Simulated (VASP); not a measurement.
Given:

```yaml
crystal:
  lattice:
    - [3.95734, -2.15500, 0.00000]
    - [3.95734, 2.15500, 0.00000]
    - [2.78382, 0.00000, 3.54329]
  atoms:
    - { symbol: Sb, position: [0.23350, 0.23350, 0.23350] }
    - { symbol: Sb, position: [0.76650, 0.76650, 0.76650] }
```

All values below come from PBE GGA, VASP's PBE PAW potentials (set 64) (plane waves; VASP 6.6.1). Run with 400 eV cut-off, 10×10×10 Monkhorst-Pack mesh, first-order Methfessel-Paxton smearing of 0.10 eV, potentials Sb.

Question: Which forces act on the atoms, in eV/Å?

Answer: 
```
atom      Fx     Fy      Fz
----  ------  -----  ------
Sb1    0.212  0.000   0.070
Sb2   -0.212  0.000  -0.070
```

Question: Give the stress tensor in GPa (positive for a compressed cell).

Answer: 
```
 2.48   0.00  -0.15
 0.00   2.93   0.00
-0.15   0.00   2.88
```
The pressure is its mean diagonal, 2.76 GPa.

The compound is Sb in the a7 structure. The cell was not relaxed at this level. The run is one of a series of settings (KPOINTS 10×10×10 Monkhorst-Pack mesh against the base run), some of them coarse on purpose.
